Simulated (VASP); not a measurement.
Output of a VASP run:

### OSZICAR
```
       N       E                     dE             d eps       ncg     rms          rms(c)
DAV:   1     0.163323392226E+03    0.16332E+03   -0.11551E+04  1680   0.196E+03
DAV:   2    -0.378985681653E+00   -0.16370E+03   -0.15981E+03  1757   0.407E+02
DAV:   3    -0.796315673410E+01   -0.75842E+01   -0.75455E+01  2107   0.940E+01
DAV:   4    -0.809892793848E+01   -0.13577E+00   -0.13568E+00  2045   0.120E+01
DAV:   5    -0.810541018901E+01   -0.64823E-02   -0.64822E-02  2562   0.233E+00    0.544E+00
DAV:   6    -0.797846011112E+01    0.12695E+00   -0.27286E-01  2107   0.865E+00    0.268E+00
DAV:   7    -0.795257810031E+01    0.25882E-01   -0.61963E-02  2171   0.459E+00    0.102E+00
DAV:   8    -0.794887824931E+01    0.36999E-02   -0.17063E-02  1792   0.132E+00    0.336E-01
DAV:   9    -0.794842709023E+01    0.45116E-03   -0.17593E-03  2171   0.677E-01    0.553E-02
DAV:  10    -0.794844423468E+01   -0.17144E-04   -0.39328E-05  2135   0.852E-02    0.244E-02
DAV:  11    -0.794844782890E+01   -0.35942E-05   -0.77080E-06  1981   0.295E-02    0.299E-03
DAV:  12    -0.794844805359E+01   -0.22469E-06   -0.29211E-07  1113   0.684E-03
   1 F= -.79484481E+01 E0= -.79483599E+01  d E =-.794845E+01
```

File OUTCAR:
```
------------------------ aborting loop because EDIFF is reached ----------------------------------------
  FORCE on cell =-STRESS in cart. coord.  units (eV):
  Direction    XX          YY          ZZ          XY          YZ          ZX
  --------------------------------------------------------------------------------------
  Total       -0.0186162     -0.0186162     -0.0186162     -0.0000000      0.0000000      0.0000000
  in kB       -0.8049525     -0.8049525     -0.8049525     -0.0000000      0.0000000      0.0000000
  external PRESSURE =      -0.8049525 kB  Pullay stress =       0.0000000 kB
  volume of cell :       37.05
      direct lattice vectors                 reciprocal lattice vectors
     3.333834863  0.000000000  0.000000000     0.299954869  0.000000000  0.000000000
     0.000000000  3.333834863  0.000000000     0.000000000  0.299954869  0.000000000
     0.000000000  0.000000000  3.333834863     0.000000000  0.000000000  0.299954869
 POSITION                                       TOTAL-FORCE (eV/Angst)
 -----------------------------------------------------------------------------------
      1.66692      1.66692      1.66692         0.000000      0.000000      0.000000
      0.00000      0.00000      0.00000         0.000000      0.000000      0.000000
 -----------------------------------------------------------------------------------
    total drift:                                0.000000      0.000000      0.000000
  FREE ENERGIE OF THE ION-ELECTRON SYSTEM (eV)
  ---------------------------------------------------
  free  energy   TOTEN  =        -7.9484480536 eV

  energy  without entropy=       -7.9481836965  energy(sigma->0) =       -7.94835993

 reached required accuracy - stopping structural energy minimisation
```
(Selected blocks of OUTCAR.)

**POSCAR**
```
PdIn
1
    3.3338348626    -0.0000000000     0.0000000000
   -0.0000000000     3.3338348626    -0.0000000000
    0.0000000000    -0.0000000000     3.3338348626
In Pd
1 1
Direct
  0.5000000000   0.5000000000   0.5000000000
  0.0000000000   0.0000000000   0.0000000000
```

**Question.** Reconstruct the remaining input files.

**Answer.** One answer among several that fit: the input of the run itself, revPBE GGA, plane waves, VASP's PBE PAW potentials (set 64).

### INCAR
```
SYSTEM = PdIn
PREC = Accurate
ENCUT = 520
EDIFF = 1E-6
NELM = 100
ALGO = Normal
LREAL = .FALSE.
LASPH = .TRUE.
ISMEAR = 1
SIGMA = 0.1
GGA = RE
LMAXMIX = 4
LWAVE = .FALSE.
LCHARG = .FALSE.
IBRION = 2
ISIF = 3
NSW = 60
EDIFFG = -0.01
```

KPOINTS:
```
Automatic mesh
0
Gamma
10 10 10
0 0 0
```

POTCAR, in this order: In_d Pd (PBE.64 set). Program: vasp_std.

The compound is PdIn in the CsCl type structure. It was relaxed first, which changed the volume by +8 %. The start is the result of an earlier pass. The electron count is odd and the run is not spin-polarised, which forces a metal.
